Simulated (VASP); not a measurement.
All values below come from PBEsol GGA, VASP's PBE PAW potentials (set 64) (plane waves; VASP).

A VASP calculation is set up with these files.

INCAR:
```
LWAVE  =  .FALSE.
ALGO  =  Normal   ! blocked Davidson
LASPH  =  .TRUE.   ! aspherical one-centre terms
NELM  =  100   ! most electronic steps
ISIF  =  2   ! forces and stress, cell fixed
EDIFF  =  1E-6   ! SCF stop (eV)
LREAL  =  .FALSE.
PREC  =  Accurate
LMAXMIX  =  4   ! l cut-off of mixed one-centre charges
ISMEAR  =  -1
LCHARG  =  .FALSE.
ENCUT  =  300
SYSTEM  =  Sr2H3I
GGA  =  PS
SIGMA  =  0.02
```

### POSCAR
```
Sr2H3I
1
    4.2427300000     0.0000000000     0.0000000000
   -2.1213650000     3.6743120000     0.0000000000
    0.0000000000     0.0000000000     7.6827500000
Sr H I
2 3 1
Direct
  0.6666670000   0.3333330000   0.6786600000
  0.3333330000   0.6666670000   0.3213400000
  0.0000000000   0.0000000000   0.5000000000
  0.6666670000   0.3333330000   0.3572500000
  0.3333330000   0.6666670000   0.6427500000
  0.0000000000   0.0000000000   0.0000000000
```

**KPOINTS**
```
K-points
0
G
6 6 3
0 0 0
```

POTCAR, in this order: Sr_sv H I (PBE.64 set). Program: vasp_std.

Output of the run:

File OSZICAR:
```
       N       E                     dE             d eps       ncg     rms          rms(c)
DAV:   1     0.117562557158E+03    0.11756E+03   -0.10547E+04   646   0.893E+02
DAV:   2    -0.119170317073E+02   -0.12948E+03   -0.12568E+03   791   0.229E+02
DAV:   3    -0.217574093947E+02   -0.98404E+01   -0.98114E+01  1092   0.521E+01
DAV:   4    -0.221220854080E+02   -0.36468E+00   -0.36439E+00   950   0.894E+00
DAV:   5    -0.221297692965E+02   -0.76839E-02   -0.76828E-02  1008   0.112E+00    0.240E+01
DAV:   6    -0.210035298293E+02    0.11262E+01   -0.12210E+00   697   0.577E+00    0.145E+01
DAV:   7    -0.205945286822E+02    0.40900E+00   -0.25925E+00   761   0.888E+00    0.240E+00
DAV:   8    -0.206062239243E+02   -0.11695E-01   -0.40987E-01   909   0.295E+00    0.133E+00
DAV:   9    -0.206031299961E+02    0.30939E-02   -0.30332E-02   817   0.806E-01    0.966E-01
DAV:  10    -0.206025998934E+02    0.53010E-03   -0.41544E-03   862   0.367E-01    0.369E-01
DAV:  11    -0.206025621972E+02    0.37696E-04   -0.71256E-04   937   0.147E-01    0.903E-02
DAV:  12    -0.206025650129E+02   -0.28157E-05   -0.62146E-05  1089   0.447E-02    0.513E-02
DAV:  13    -0.206025666666E+02   -0.16537E-05   -0.17622E-05   888   0.231E-02    0.129E-02
DAV:  14    -0.206025664063E+02    0.26031E-06   -0.25366E-06   653   0.949E-03
   1 F= -.20602566E+02 E0= -.20602566E+02  d E =-.210896E-12
```

OUTCAR:
```
------------------------ aborting loop because EDIFF is reached ----------------------------------------
  FORCE on cell =-STRESS in cart. coord.  units (eV):
  Direction    XX          YY          ZZ          XY          YZ          ZX
  --------------------------------------------------------------------------------------
  Total       -1.6034600     -1.6034601     -1.6652318      0.0000000      0.0000000     -0.0000000
  in kB      -21.4501630    -21.4501634    -22.2765097      0.0000000      0.0000000     -0.0000000
  external PRESSURE =     -21.7256120 kB  Pullay stress =       0.0000000 kB
  volume of cell :      119.77
      direct lattice vectors                 reciprocal lattice vectors
     4.242730000  0.000000000  0.000000000     0.235697299  0.136079897  0.000000000
    -2.121365000  3.674312000  0.000000000     0.000000000  0.272159795  0.000000000
     0.000000000  0.000000000  7.682750000     0.000000000  0.000000000  0.130161726
 POSITION                                       TOTAL-FORCE (eV/Angst)
 -----------------------------------------------------------------------------------
      2.12137      1.22477      5.21398         0.000000      0.000000      0.020729
     -0.00000      2.44954      2.46877        -0.000000      0.000000     -0.020729
      0.00000      0.00000      3.84138         0.000000      0.000000     -0.000000
      2.12137      1.22477      2.74466        -0.000000      0.000000      0.017853
     -0.00000      2.44954      4.93809         0.000000     -0.000000     -0.017853
      0.00000      0.00000      0.00000         0.000000      0.000000     -0.000000
 -----------------------------------------------------------------------------------
    total drift:                                0.000000     -0.000000      0.000000
  FREE ENERGIE OF THE ION-ELECTRON SYSTEM (eV)
  ---------------------------------------------------
  free  energy   TOTEN  =       -20.6025664063 eV

  energy  without entropy=      -20.6025664063  energy(sigma->0) =      -20.60256641
```
(Selected blocks of OUTCAR.)

At this cut-off the stress carries a Pulay error, which pulls relaxed volumes low.

The structure comes from a computed database's Sr2H3I entry; how it stands against other phases isn't given here. The cell was not relaxed at this level.
